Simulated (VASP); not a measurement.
Consider the following.

```yaml
crystal:
  lattice:
    - [0.00000, 2.30520, 2.30520]
    - [2.30520, 0.00000, 2.30520]
    - [2.30520, 2.30520, 0.00000]
  atoms:
    - { symbol: Hf, position: [0.00000, 0.00000, 0.00000] }
    - { symbol: N, position: [0.50000, 0.50000, 0.50000] }
```

Calculation: PBE GGA, VASP's PBE PAW potentials (set 64) (plane waves; VASP). Run with 520 eV cut-off, 10×10×10 Γ-centred mesh, first-order Methfessel-Paxton smearing of 0.10 eV, potentials Hf_pv N.

**Question.** Give the stress tensor in GPa (positive for a compressed cell).

**Answer.** 
```
-12.05    0.00    0.00
  0.00  -12.05    0.00
  0.00    0.00  -12.05
```
The pressure is its mean diagonal, -12.05 GPa.

The compound is HfN in the rock salt structure. The cell was not relaxed at this level. The electron count is odd and the run is not spin-polarised, which forces a metal.
